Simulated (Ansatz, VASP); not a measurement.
# GaN: VASP beside Ansatz, part 2 of 2

Wanted: the spread between two codes on one cell, functional and k mesh. The cell is taken from a series of runs on this material, whose earlier steps may have relaxed, scaled, displaced or heated it; both programs get it as it stands.

VASP 6.6.1 and Ansatz 0.2.0.

So far: The starting structure; VASP: G0W0 gap, HSE06 form with 60 % exact exchange, screening 0.2078 1/A with an exact-exchange share of 0.6.

### Step 3. Ansatz: G0W0 gap, HSE06 form with 60 % exact exchange, screening 0.2078 1/A with an exact-exchange share of 0.6

Level of this step: Ansatz beside VASP: Kohn-Sham DFT, plane waves, HSE06 form with 60 % exact exchange, screening 0.2078 1/A (Ansatz).

Ansatz runs on its PAW soft_1 files.

The same cell, functional and mesh now go to Ansatz, which takes its cutoff from its data sets.

input.yaml

```yaml
crystal:
  lattice:
    - [0.0, 2.2535006075, 2.2535006075]
    - [2.2535006075, 0.0, 2.2535006075]
    - [2.2535006075, 2.2535006075, 0.0]
  atoms:
    - { symbol: Ga, position: [0.0, 0.0, 0.0] }
    - { symbol: "N", position: [0.75, 0.75, 0.75] }
kpoints:
  mp_grid: { grid: [8, 8, 8] }
hamiltonian:
  xc:
    exchange: pbe
    correlation: pbe
    exx: { coeff: 0.6, omega: 0.2078 }
  pseudopotentials: { kind: paw, azcp: { folder: soft_1 } }
scf:
  occupations: { method: fixed }
gw:
  n_empty_bands: 95
  ecut_chi: 150.0
  qp_bands: [v2, c2]
  qp_kpoints: band_edges
  screening: { model: contour_deformation }
```

Launch:

```console
> ansatz run input.yaml --threads 4 --pin off --max-ram 138240MiB --backend cuda --events-out ev --progress --plain --runs-dir out --devices 1 --max-vram 26GiB
```

Numbers of over 12 decimals in the logs are rounded to 6 here.

Log:

```text
GPUs: using 1 of 1 available (devices: 1).
Engine: ansatz 0.2.0, x86_64-unknown-linux-gnu
Pseudopotentials: kind: paw
Pseudopotential: Ga, paw, valence charge 13, recommended cutoff 420 eV (normal), soft_1/Ga.paw.azcp
Pseudopotential: N, paw, valence charge 5, recommended cutoff 420 eV (normal), soft_1/N.paw.azcp
Functional definition: unnamed
  parameter a_1 = 0.6
  parameter omega_1 = 0.2078/angstrom
  exchange = pbe_x + (-a_1)*pbe_x_sr(omega_1) + a_1*exact_x_sr(omega_1)
  correlation = pbe_c
davidson cushion auto → on  (no smearing: the cushion is to keep the highest requested band from converging to the state above it; pin scf.eigensolver.cushion to override)
device memory: the entry about to start is reckoned to put 0.4 GiB on a device that reports 78.5 GiB free (of which the cap on the GPU budget leaves the run 26.0 GiB)
GPU FFT provider: cuFFT
GPU libraries: cuBLAS 13.8.2, cuFFT 12.4.0, cuSOLVER 12.3.4
Crystal: 2 atoms, lattice volume = 22.888 Å³
Basis set: ecut = 420 eV, 459 PW (Γ)
Bands: 13, of which v1, the nominal top of the filled ones, is band 9 counted from 1 (8 counted from 0)
Symmetry: 24 space group operations
Space group: F-43m (ITA 216), of the structure as read, at distance tolerance 2.8e-5 Å
k-points: 29 of 512 (time reversal used)
Non-local potential: Ga, projectors of the file, l = 0: 2, l = 1: 2, l = 2: 3, l = 3: 1
Non-local potential: N, projectors of the file, l = 0: 2, l = 1: 2, l = 2: 1
PAW form: soft (Blöchl's): semilocal exchange-correlation on the pseudo side does not see the compensation charge
PAW frozen core: Ga, regenerated for the run's functional, and the local potential with it (the file was generated under x = pbe(κ = 0.804, μ = 0.219515), c = pbe(β = 0.066725))
PAW frozen core: N, regenerated for the run's functional, and the local potential with it (the file was generated under x = pbe(κ = 0.804, μ = 0.219515), c = pbe(β = 0.066725))
PAW one-centre angular grid: Ga, 590 points (default); XC on 64 Gauss nodes
PAW one-centre angular grid: N, 110 points (default); XC on 64 Gauss nodes
Initial density: superposition of atomic densities (chi_scale 0.1, normalization cell, long waves kept (reshape's long-wave potential 0.00 eV rms))
Initial wavefunctions: pseudopotential atomic-orbital guess
GPU buffer pool allocated for 13824 grid points (all kernels)
GPU transforms: local potential and band sums: pruned to the plane-wave sphere, on 24×24×24
Functional: x = pbe(κ = 0.804, μ = 0.219515), c = pbe(β = 0.066725), warm-up for x = pbe(κ = 0.804, μ = 0.219515) + 0.6 (exact − pbe) at short range (hse, ω = 0.2078 Å⁻¹), c = pbe(β = 0.066725)
SCF iter   1: F=—  HF=-4168.570579 eV  |F-HF|=—  |Δ(HF+E_count)|=         —  Δρ=1.12e-1  dr2=2.52e0  ethr=1.00e-1  ⟨swp⟩=4.7  Hψ=1179  notcnv=0
preconditioner: auto → none  [insulator: Δε(μ)=2.562 eV  Ē_g=19.122 eV  n_scr=8 (ndim 8)  ℏωp=32.9 eV  f_vac=0.000]
SCF iter   2: F=—  HF=-4168.038530 eV  |F-HF|=—  |Δ(HF+E_count)|=   5.32e-1  Δρ=6.16e-2  dr2=5.31e-1  ethr=1.40e-2  ⟨swp⟩=3.1  Hψ=1024  notcnv=0
iter 3 solved again at ethr=2.54e-4 eV; its pass at ethr=2.95e-3 eV (dr2=4.56e-2 eV) is discarded
SCF iter   3: F=—  HF=-4167.916969 eV  |F-HF|=—  |Δ(HF+E_count)|=   1.22e-1  Δρ=2.05e-2  dr2=4.61e-2  ethr=2.54e-4  ⟨swp⟩=2.5  Hψ=1825  notcnv=0
SCF iter   4: F=—  HF=-4167.914940 eV  |F-HF|=—  |Δ(HF+E_count)|=   2.03e-3  Δρ=7.04e-3  dr2=5.14e-3  ethr=2.54e-4  ⟨swp⟩=2.7  Hψ=894  notcnv=0
SCF iter   5: F=-4167.912515 eV  HF=-4167.912544 eV  |F-HF|=2.95e-5  |Δ(HF+E_count)|=   2.40e-3  Δρ=9.72e-4  dr2=9.25e-5  ethr=2.85e-5  ⟨swp⟩=3.0  Hψ=1090  notcnv=0
SCF 1 stopped early in 5 iterations: F = -4167.912515 eV  dr2 = 9.25e-5
  greatest PAW one-centre occupation: 0.995 electrons in one spin orbital (limit 2), on the Ga atom at site 0 (counted from 0), in its partial waves of l = 2
device memory: the entry about to start is reckoned to put 1.1 GiB on a device that reports 77.9 GiB free (of which the cap on the GPU budget leaves the run 26.0 GiB)
GPU FFT provider: cuFFT
GPU libraries: cuBLAS 13.8.2, cuFFT 12.4.0, cuSOLVER 12.3.4
Initial density: handed on by an earlier stage of this run
Initial wavefunctions: those handed on with the density
GPU buffer pool allocated for 13824 grid points (all kernels)
GPU transforms: local potential and band sums: pruned to the plane-wave sphere, on 24×24×24
Functional: x = pbe(κ = 0.804, μ = 0.219515) + 0.6 (exact − pbe) at short range (hse, ω = 0.2078 Å⁻¹), c = pbe(β = 0.066725)
[...]
Frozen-core exchange: fock
SCF iter   1: F=—  HF=-4169.355063 eV  |F-HF|=—  |Δ(HF+E_count)|=         —  Δρ=3.29e-5  dr2=1.98e-7  ethr=6.49e-8  ⟨swp⟩=3.2  Hψ=981  notcnv=0
preconditioner: auto → none  [insulator: Δε(μ)=4.894 eV  Ē_g=26.099 eV  n_scr=8 (ndim 8)  ℏωp=32.9 eV  f_vac=0.002]
iter 2 solved again at ethr=1.36e-11 eV; its pass at ethr=8.42e-10 eV (dr2=2.45e-9 eV) is discarded
SCF iter   2: F=-4169.355063 eV  HF=-4169.355063 eV  |F-HF|=2.79e-9  |Δ(HF+E_count)|=   5.54e-8  Δρ=4.22e-6  dr2=1.69e-8  ethr=1.36e-11  ⟨swp⟩=2.8  Hψ=2108  notcnv=0
SCF 4 converged in 2 iterations: F = -4169.355063 eV  dr2 = 1.69e-8
hybrid outer 3: dexx = +5.554e-8 eV, tail = 4.40e-8 eV, Δε = 8.65e-4 eV (about 1.97e-4 eV left of the loop's levels)
[...]
Exchange-term sweep: 24 of 29 (spin, k) points
Exchange-term sweep: 25 of 29 (spin, k) points
Exchange-term sweep: 27 of 29 (spin, k) points
Exchange-term sweep: 28 of 29 (spin, k) points
Exchange-term sweep: 29 of 29 (spin, k) points
G₀W₀ screening: q 1/29
[... further progress lines ...]
hybrid SCF converged: 3 outer / 13 inner (+5 warm-up), last move |dexx| = 5.55e-8 eV, tail = 4.40e-8 eV
Stability not checked: this state was not tested for a lower state beside it, because the functional holds exact exchange (a hybrid, or Hartree-Fock), whose exchange loop this test does not read (fock_operator; see scf.lower_state_search)
Free energy (F): -4169.355063 eV
Frozen-core exchange: fock
Harris-Foulkes:  -4169.355063 eV  (|F-HF|=2.79e-9)
Internal energy: -4169.355063 eV  (E = F + TS)
E sigma→0 (E₀):  -4169.355063 eV
Fermi energy:    7.545714 eV
--- Per-component energies (eV) ---
  E_band       = -105.558527
  E_kinetic    = 239.121529
  E_local      = -1420.416921  (includes V_loc(G=0)·N_el)
  E_nonlocal   = -55.083245
  E_hartree    = 907.777853
  E_xc         = -65.477028
  E_vxc        = -68.213338  (∫ρ·V_xc dr)
  E_exx        = -149.758401  (= α·E_x^exact, valence–valence)
  E_paw        = -2038.199650  (= ΣΔE_a)
  E_vpaw       = -317.006036  (= ΣTr[D̂ρ^β])
  E_aug_tail   = 0.000794  (compensation charges beyond the density's cutoff)
  E_ewald      = -1587.434954
  E_core_change = 0.114961  (= ΣΔE_core)
  E_smearing   = -0.000000  (= −TS)
  E_closure    = -0.000000  (closes the sum)
  Σ components = -4169.355063   (vs F -4169.355063, Δ=-9.09e-13)
--- Band table (eV; the first three rows and the last of 29) ---
  k-point 0: bands = [... 5 lower, -10.8814, 7.5457, 7.5457, 7.5457, 12.4398, 21.8269]
  k-point 1: bands = [... 5 lower, -10.8829, 5.9496, 7.3591, 7.3591, 13.5902, 21.1064]
  k-point 2: bands = [... 5 lower, -10.0983, 3.1106, 6.9431, 6.9431, 15.0767, 20.3047]
  k-point 28: bands = [... 5 lower, -7.4126, 1.1274, 3.1300, 3.4518, 16.9416, 20.6311]
  guard bands above this table: 2 of the run's 13 bands. The solve was not asked for them (output.publish_guard_bands: true or output.eigenvalues: true publishes all)
--- G₀W₀: contour deformation, 6 samples at zero and on the imaginary axis and 4 off it, 512 q-points, 95 empty bands' worth ---
  eigenvalues of the whole cell's RPA ε∞ on this k-mesh (on a slab, of 1 + 4πα/V) = 3.5349, 3.5349, 3.5349; static W/v taken at q = 0 is 0.282894
  bands read: the sum over 104 bands ends inside a degenerate multiplet in 4 slots, whose members it reads at an even weight; the widest, k=0: bands 103 to 105 (counted from 1) at 2/3 each
  gw.qp_kpoints: band_edges: 12 of 29 stored k-points solved, in 1 pass; an edge of the gap read off the rows below is read off those points alone
    valence top: of the k-points left out ik 5 came nearest to being solved in a further pass, in band 8 (counted from 1, as in the quasiparticle table): it holds the edge there only if its correction is more favourable than any solved in that band by at least 0.461 eV; those differ by 0.100 eV
    conduction bottom: of the k-points left out ik 5 came nearest to being solved in a further pass, in band 10 (counted from 1, as in the quasiparticle table): it holds the edge there only if its correction is more favourable than any solved in that band by at least 1.289 eV; those differ by 0.244 eV
    ik  band        ε_KS         Σx   Σc(E_QP)       V_xc       Z   E_QP_lin       E_QP  E_QP is
     0     8      7.5457   -23.3472     2.4014   -21.6918  0.8335     8.2891     8.2918  root
     0     9      7.5457   -23.3472     2.4014   -21.6918  0.8335     8.2891     8.2918  root
     0    10     12.4398   -10.1569    -3.5512   -13.7577  0.8610    12.4894    12.4894  root
     0    11     21.8269    -7.2951    -4.5080   -11.5728  0.8590    21.5969    21.5966  root
     1     8      7.3591   -23.1964     2.4230   -21.5179  0.8331     8.1010     8.1036  root
     1     9      7.3591   -23.1964     2.4230   -21.5179  0.8331     8.1010     8.1036  root
     1    10     13.5902   -10.4486    -3.6003   -14.1102  0.8560    13.6515    13.6515  root
     1    11     21.1064    -7.4872    -4.5047   -11.7611  0.8564    20.8759    20.8755  root
     2     8      6.9431   -22.8787     2.4714   -21.1528  0.8322     7.6858     7.6886  root
     2     9      6.9431   -22.8787     2.4714   -21.1528  0.8322     7.6858     7.6886  root
     2    10     15.0767    -9.6938    -3.9179   -13.5766  0.8552    15.0416    15.0416  root
     2    11     20.3047    -7.9340    -4.5606   -12.2456  0.8450    20.0561    20.0557  root
     3     8      6.5677   -22.6042     2.5140   -20.8407  0.8312     7.3154     7.3183  root
     3     9      6.5677   -22.6042     2.5140   -20.8407  0.8312     7.3154     7.3183  root
     3    10     15.6876    -9.1272    -4.0274   -13.0748  0.8616    15.6078    15.6077  root
     3    11     20.2496    -7.9528    -4.7392   -12.3651  0.8286    19.9235    19.9227  root
     4     8      6.4222   -22.4990     2.5304   -20.7220  0.8308     7.1726     7.1756  root
     4     9      6.4222   -22.4990     2.5304   -20.7220  0.8308     7.1726     7.1756  root
     4    10     15.7720    -9.0331    -4.0262   -12.9795  0.8645    15.6922    15.6922  root
     4    11     20.3445    -7.7801    -4.8244   -12.2348  0.8228    19.9759    19.9747  root
    11     8      6.3728   -22.4287     2.5042   -20.6648  0.8315     7.1102     7.1131  root
    11     9      7.3098   -23.1527     2.4337   -21.4632  0.8328     8.0513     8.0539  root
    11    10     14.8341   -10.2358    -3.8119   -14.0590  0.8516    14.8453    14.8453  root
    11    11     20.5102    -8.0445    -4.4710   -12.3037  0.8554    20.2986    20.2983  root
[...]
23     8      4.1007   -21.4643     2.7569   -19.4946  0.8236     4.8840     4.8880  root
    23     9      5.5063   -21.7633     2.5949   -19.9210  0.8288     6.2557     6.2589  root
    23    10     17.8278    -8.1246    -4.1352   -12.1558  0.8539    17.7239    17.7238  root
    23    11     18.1656    -8.6344    -4.3223   -12.7934  0.8523    18.0025    18.0023  root
    28     8      3.1300   -21.1545     2.9455   -19.0492  0.8187     3.9650     3.9701  root
    28     9      3.4518   -19.8239     2.6990   -17.8758  0.8224     4.1988     4.2027  root
    28    10     16.9416    -8.4773    -3.9333   -12.3939  0.8534    16.9249    16.9249  root
    28    11     20.6311   -10.7625    -4.8346   -15.2992  0.8330    20.3338    20.3332  root
```

### Step 4. Side by side

Known differences besides the potentials themselves: exact exchange at q = 0 is treated differently, which shows on coarse meshes; VASP keeps PBE cores, Ansatz makes them for the functional; fixed occupations in Ansatz, narrow Gaussian smearing in VASP; the cutoff is 420 eV in Ansatz and 450 eV in VASP; Ansatz integrates over frequency by contour deformation, VASP on a grid of NOMEGA points; Ansatz's G0W0 levels solve the quasiparticle equation, VASP's are linearised. Total energies have different zeros and are not compared.

Compared:

| quantity | Ansatz | VASP | difference |
| --- | --- | --- | --- |
| G0W0 gap on the mesh (eV) | 4.20 | 4.22 | -0.02 |
| Kohn-Sham gap under it (eV) | 4.89 | 4.92 | -0.02 |

### Step 5. What came out

```
difference in G0W0 gap on the mesh (G0W0 gap, HSE06 form with 60 % exact exchange, screening 0.2078 1/A with an exact-exchange share of 0.6) : -0.025 eV
```

What this shows: The difference in G0W0 gap on the mesh is -0.025 eV (G0W0 gap, HSE06 form with 60 % exact exchange, screening 0.2078 1/A with an exact-exchange share of 0.6). Such differences can come from data sets, numerical settings and the points named under the comparisons, not from the functional's error against experiment.

[Lines on the potential files, build, host, timing and source positions are cut from VASP's logs without a mark.]

[Logs are printed without paths, hosts, clocks, repeated set-up lines and the standing remarks that a program may print on its own settings, such as how far it seeks lower states.]

[Hosts, paths, dates, database ids (printed as entryN), source tags and the programs' standing remarks are cut or masked in the printed files.]
